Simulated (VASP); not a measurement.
VASP input:

**KPOINTS**
```
Automatic mesh
0
Gamma
5 5 3
0 0 0
```

**POSCAR**
```
TePd
4.098370
  1.0000000000   0.0000000000   0.0000000000
 -0.5000000000   0.8660252735   0.0000000000
  0.0000000000   0.0000000000   1.3720674317
Te Pd
2 2
Cart
 -0.0079800000   0.5816901236   0.3315957686
  0.5100005000   0.2855363269   1.0308932603
  0.0010870000  -0.0021321542   0.0088470908
 -0.0031070000   0.0009301111   0.6867636557
```

### INCAR
```
SYSTEM = TePd
PREC = Accurate
ENCUT = 300
EDIFF = 1E-6
NELM = 100
ALGO = Normal
LREAL = .FALSE.
LASPH = .TRUE.
ISMEAR = -1
SIGMA = 0.05
GGA = PS
LMAXMIX = 4
LWAVE = .FALSE.
LCHARG = .FALSE.
ISIF = 2
```

POTCAR, in this order: Te Pd (PBE.64 set). Program: vasp_std.

Question: Translate this PBEsol calculation to Ansatz.

Answer: One equivalent input (not run):
Ansatz 0.2 input:
```yaml
crystal:
  lattice:
    - [4.0983700, 0.0000000, 0.0000000]
    - [-2.0491850, 3.5492920, 0.0000000]
    - [0.0000000, 0.0000000, 5.6232400]
  atoms:
    - { symbol: Te, position: [0.3278590, 0.6716780, 0.2416760] }
    - { symbol: Te, position: [0.6748550, 0.3297090, 0.7513430] }
    - { symbol: Pd, position: [-0.0001440, -0.0024620, 0.0064480] }
    - { symbol: Pd, position: [-0.0025700, 0.0010740, 0.5005320] }
kpoints:
  mp_grid: { grid: [5, 5, 3] }
hamiltonian:
  xc: pbesol
  pseudopotentials: { kind: paw }
scf:
  occupations: { method: fermi_dirac, width: 0.05 }
  max_iter: 100
output: { forces: true, stress: true, eigenvalues: true }
```
Limits of the translation: each code has its own PAW files, so the cut-off isn't converted (ENCUT is set for VASP's; basis.ecutwfc is left out, and Ansatz then takes the one that its files recommend); Ansatz stops its SCF on the density residual and VASP on the energy change (EDIFF).

The structure comes from a computed database's TePd entry; how it stands against other phases isn't given here. The cell was not relaxed at this level, atoms are displaced from their ideal sites, and its volume differs by -5.9 % from the start's. The k-mesh is coarse (spacing up to 0.37 per Å, 2π included), so the numbers may not be converged in it.
